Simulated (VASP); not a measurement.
Data:

```
C
1.0
    0.00000     1.73143     1.73143
    1.73143     0.00000     1.73143
    1.73143     1.73143     0.00000
C
2
Direct
  0.00000   0.00000   0.00000
  0.25000   0.25000   0.25000
```

Method: HSEsol screened hybrid, VASP's PBE PAW potentials (set 64) (plane waves; VASP 6.6.1). Numerical set-up: 520 eV cut-off, 10×10×10 Γ-centred mesh, Gaussian smearing of 0.050 eV, potentials C.

Task: Give the stress tensor in GPa (positive for a compressed cell).

Result: 
```
34.34   0.00   0.00
 0.00  34.34   0.00
 0.00   0.00  34.34
```
The pressure is its mean diagonal, 34.34 GPa.

The compound is C in the diamond structure. This cell is one point of a volume scan, at 0.91 of the reference volume. The cell's shape comes from a PBE relaxation.
